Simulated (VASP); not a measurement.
Crystal: Ti2RuC3.

```xyz
12
Lattice="6.2083 -0.0639 -0.0658 -1.5797 2.7050 0.0255 -0.0764 0.0243 7.4434" Properties=species:S:1:pos:R:3 pbc="T T T"
Ti   -0.0813    1.4780    4.9442
Ti    2.9865    2.0830    5.0241
Ti    1.4803    0.8465    2.2315
Ti    4.6542    0.9078    2.1105
Ru    6.0451    0.0735   -0.0091
Ru    2.9773    0.0839    7.3607
C     0.0919    1.6673    1.1052
C     3.1246    1.8230    1.2264
C     1.4456    1.1627    5.9365
C     4.8356    1.0560    6.2344
C     0.1127    0.0647    3.8179
C     2.6511    0.0120    3.7339
```

The cell was built by a generator and needn't be a form met in nature.

```yaml
Program: VASP 6.6.1
Task: relaxation of cell and atoms
Functional: PBE
Potentials_or_basis: VASP PAW PBE potentials, release 64 (Ti_sv, Ru_pv, C)
Cutoff: 520 eV
k_mesh: 8 × 8 × 3
Occupations: gaussian, width 0.15 eV
Spin: no spin polarisation
```

At the start: pressure 13.3 GPa; volume 10.35 Å³/atom.

Where does the relaxation end?

Over 31 steps the energy falls by 533.5 meV/atom and the volume is 10.10 Å³/atom (-2.4 %); space group P2_1/m (No. 11, to 0.05 Å).

The path:
```tsv
step	energy change (eV)	largest force (eV/Å)	pressure (GPa)	volume (Å³)
1	0.0000	7.1194	13.29	124.24
2	-3.4547	2.3365	-25.97	140.25
3	-3.8773	2.8848	-19.77	135.40
4	-5.1934	2.4633	15.67	116.36
5	-5.4766	2.1312	2.56	121.41
6	-6.0658	0.9797	1.64	120.64
7	-6.1248	0.9915	2.15	120.29
8	-6.2239	0.5052	-3.23	122.49
9	-6.2240	0.5043	-3.41	122.57
10	-6.2825	0.5127	1.78	120.23
11	-6.2830	0.5213	1.32	120.43
12	-6.3446	0.4619	1.60	120.40
13	-6.3519	0.5068	1.79	120.38
14	-6.3769	0.2272	-2.71	122.40
15	-6.3796	0.2450	-1.66	121.91
16	-6.3938	0.1346	0.62	120.96
17	-6.3942	0.1360	0.26	121.11
18	-6.3980	0.0638	-0.04	121.25
19	-6.3985	0.0728	-0.17	121.30
20	-6.3986	0.0859	-0.24	121.32
21	-6.3998	0.0684	0.26	121.10
22	-6.3998	0.0596	0.31	121.07
23	-6.4005	0.0469	-0.22	121.30
24	-6.4005	0.0667	-0.24	121.28
25	-6.4008	0.0338	-0.19	121.26
26	-6.4009	0.0349	-0.18	121.26
27	-6.4012	0.0361	0.09	121.14
28	-6.4012	0.0363	0.15	121.11
29	-6.4013	0.0307	0.07	121.16
30	-6.4014	0.0305	-0.01	121.19
31	-6.4015	0.0210	-0.04	121.20
```

Final structure:
```yaml
crystal:
  lattice:
    - [6.15281, -0.07661, -0.04364]
    - [-1.57091, 2.72098, 0.00090]
    - [-0.04905, -0.02644, 7.29237]
  atoms:
    - { symbol: Ti, position: [0.17731, 0.69472, 0.67125] }
    - { symbol: Ti, position: [0.67433, 0.69246, 0.65990] }
    - { symbol: Ti, position: [0.32921, 0.34765, 0.31403] }
    - { symbol: Ti, position: [0.83234, 0.35068, 0.32557] }
    - { symbol: Ru, position: [0.97110, 0.98674, 0.99827] }
    - { symbol: Ru, position: [0.53514, 0.05353, 0.98694] }
    - { symbol: C, position: [0.16594, 0.68322, 0.14181] }
    - { symbol: C, position: [0.66447, 0.68247, 0.16186] }
    - { symbol: C, position: [0.34051, 0.35852, 0.84352] }
    - { symbol: C, position: [0.84211, 0.35920, 0.82346] }
    - { symbol: C, position: [0.00484, 0.02278, 0.49071] }
    - { symbol: C, position: [0.50164, 0.01955, 0.49462] }
```
